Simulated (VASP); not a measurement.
Input of a VASP 6.6.1 run:

INCAR

```
ALGO = Normal
EDIFF = 1E-8
ENCUT = 520
GGA = PE
ISIF = 2
ISMEAR = -1
ISPIN = 2
IVDW = 4
LASPH = T
LCHARG = F
LEFG = T
LMAXMIX = 4
LORBIT = 11
LREAL = F
LWAVE = F
MAGMOM = 0 0 0 0 0
NELM = 150
PREC = Accurate
SIGMA = 0.1
```

The input KPOINTS:

```
k-points
0
Gamma
  7 7 7
```

Contents of POSCAR:

```
CrInF3
1.0
    3.9108483800      0.0000000000      0.0000000000
    0.0000000000      3.9108483800      0.0000000000
    0.0000000000      0.0000000000      3.9108483800
Cr In F
1 1 3
Direct
    0.5000000000      0.5000000000      0.5000000000
    0.0000000000      0.0000000000      0.0000000000
    0.5000000000      0.5000000000      0.0000000000
    0.0000000000      0.5000000000      0.5000000000
    0.5000000000      0.0000000000      0.5000000000
```

Potentials or basis: VASP PAW PBE potentials, release 64 (Cr_pv, In_d, F).

Launch:

```bash
$ cat potpaw_PBE.64/Cr_pv/POTCAR potpaw_PBE.64/In_d/POTCAR potpaw_PBE.64/F/POTCAR > POTCAR
$ mpirun -np 1 vasp_std > vasp.out
```

Question: What does it give for the Hirshfeld charges?

Answer: Cr +0.34; In +0.37; F -0.24 e.

Question: Predict the dispersion energy per atom.

Answer: -0.189 eV.

Question: Estimate the net moment.

Answer: 0.00 μB per cell.

Question: Estimate the band gap on the k mesh.

Answer: None (metal or under the smearing width).

Electric field gradients, principal values (V/Å²):
| atom | Vxx | Vyy | Vzz |
| --- | --- | --- | --- |
| 1 Cr | 0.000 | 0.000 | 0.000 |
| 2 In | 0.000 | 0.000 | 0.000 |
| 3 F | -45.481 | -45.481 | 90.962 |
| 4 F | -45.481 | -45.481 | 90.962 |
| 5 F | -45.481 | -45.481 | 90.962 |

Caveat: semilocal functionals often make such compounds metallic where correlation or magnetic order opens a gap, which also shifts bond lengths. With open d or f shells a metallic result of PBE can be an artefact of self-interaction; +U or a hybrid may open a gap.
